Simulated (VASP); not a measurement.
These are PBE GGA, VASP's PBE PAW potentials (set 64) (plane waves; VASP) values and carry that method's errors.

VASP ran on this input.

### POSCAR
```
ZnS
1
    1.9224926603    -3.3298549215     0.0000000000
    1.9224926603     3.3298549215     0.0000000000
    0.0000000000     0.0000000000     6.2991473197
Zn S
2 2
Direct
  0.6666670000   0.3333330000   0.5001177716
  0.3333330000   0.6666670000   0.0001177716
  0.6666670000   0.3333330000   0.8748822284
  0.3333330000   0.6666670000   0.3748822284
```

File KPOINTS:
```
k-points along high-symmetry lines
10
Line-mode
Reciprocal
  0.000000   0.000000   0.000000 ! GAMMA
  0.000000   0.500000   0.000000 ! M

  0.000000   0.500000   0.000000 ! M
 -0.333333   0.666667   0.000000 ! K

 -0.333333   0.666667   0.000000 ! K
  0.000000   0.000000   0.000000 ! GAMMA

  0.000000   0.000000   0.000000 ! GAMMA
  0.000000   0.000000   0.500000 ! A

  0.000000   0.000000   0.500000 ! A
  0.000000   0.500000   0.500000 ! L

  0.000000   0.500000   0.500000 ! L
 -0.333333   0.666667   0.500000 ! H

 -0.333333   0.666667   0.500000 ! H
  0.000000   0.000000   0.500000 ! A

  0.000000   0.500000   0.500000 ! L
  0.000000   0.500000   0.000000 ! M

 -0.333333   0.666667   0.500000 ! H
 -0.333333   0.666667   0.000000 ! K
```

**INCAR**
```
ALGO  =  Normal
EDIFF  =  1E-7
ENCUT  =  400
GGA  =  PE
ICHARG  =  11
ISMEAR  =  0
LASPH  =  .TRUE.
LCHARG  =  .FALSE.
LMAXMIX  =  4
LORBIT  =  11
LREAL  =  .FALSE.
LWAVE  =  .FALSE.
NELM  =  100
PREC  =  Accurate
SIGMA  =  0.05
SYSTEM  =  ZnS
```

POTCAR, in this order: Zn S (PBE.64 set). Program: vasp_std. Read from the step before: CHGCAR.

The run wrote:

### OSZICAR
```
       N       E                     dE             d eps       ncg     rms          rms(c)
DAV:   1     0.210944897991E+03    0.21094E+03   -0.15292E+04  3960   0.165E+03
DAV:   2     0.570256346113E+01   -0.20524E+03   -0.20028E+03  4208   0.345E+02
DAV:   3    -0.124782465236E+02   -0.18181E+02   -0.17975E+02  4740   0.106E+02
DAV:   4    -0.128329934498E+02   -0.35475E+00   -0.35440E+00  4584   0.150E+01
DAV:   5    -0.128397363630E+02   -0.67429E-02   -0.67417E-02  4820   0.189E+00
DAV:   6    -0.128399283530E+02   -0.19199E-03   -0.19199E-03  4630   0.326E-01
DAV:   7    -0.128399358403E+02   -0.74873E-05   -0.74871E-05  4900   0.576E-02
DAV:   8    -0.128399360910E+02   -0.25061E-06   -0.25062E-06  4590   0.109E-02
DAV:   9    -0.128399360995E+02   -0.85656E-08   -0.85978E-08  3414   0.202E-03
   1 F= -.12839936E+02 E0= -.12839936E+02  d E =-.136743E-12
```

OUTCAR:
```
 val. band max:        1.9231216866   @ k =   0.0000   0.0000   0.0000

 cond. band min:       4.0112053676   @ k =   0.0000   0.0000   0.0000



 k-point     1 :       0.0000    0.0000    0.0000
  band No.  band energies     occupation
      1     -11.0915      2.00000
      2     -10.1988      2.00000
      3      -4.3315      2.00000
      4      -4.3209      2.00000
      5      -4.3208      2.00000
      6      -4.2427      2.00000
      7      -4.2427      2.00000
      8      -3.9014      2.00000
      9      -3.9014      2.00000
     10      -3.8288      2.00000
     11      -3.8287      2.00000
     12      -3.6760      2.00000
     13      -3.2452      2.00000
     14       1.0647      2.00000
     15       1.0648      2.00000
     16       1.8539      2.00000
     17       1.9231      2.00000
     18       1.9231      2.00000
     19       4.0112      0.00000
     20       4.9690      0.00000
     21       8.2464      0.00000
     22       8.2485      0.00000

 k-point     2 :       0.0000    0.0556    0.0000
  band No.  band energies     occupation
      1     -11.0713      2.00000
      2     -10.1874      2.00000
      3      -4.3296      2.00000
      4      -4.3199      2.00000
      5      -4.3167      2.00000
      6      -4.2406      2.00000
      7      -4.2368      2.00000
      8      -3.9040      2.00000
      9      -3.9017      2.00000
     10      -3.8418      2.00000
     11      -3.8278      2.00000
     12      -3.6658      2.00000
     13      -3.2156      2.00000
     14       0.8887      2.00000
     15       1.0155      2.00000
     16       1.6989      2.00000
     17       1.8300      2.00000
     18       1.8977      2.00000
     19       4.2203      0.00000
     20       5.1379      0.00000
     21       8.1300      0.00000
     22       8.3087      0.00000

 k-point     3 :       0.0000    0.1111    0.0000
  band No.  band energies     occupation
      1     -11.0118      2.00000
      2     -10.1546      2.00000
...
```

The density is held fixed in this step, so its total energy and stress have no physical meaning.

The compound is ZnS in the wurtzite structure, the high-temperature form. It was relaxed first.
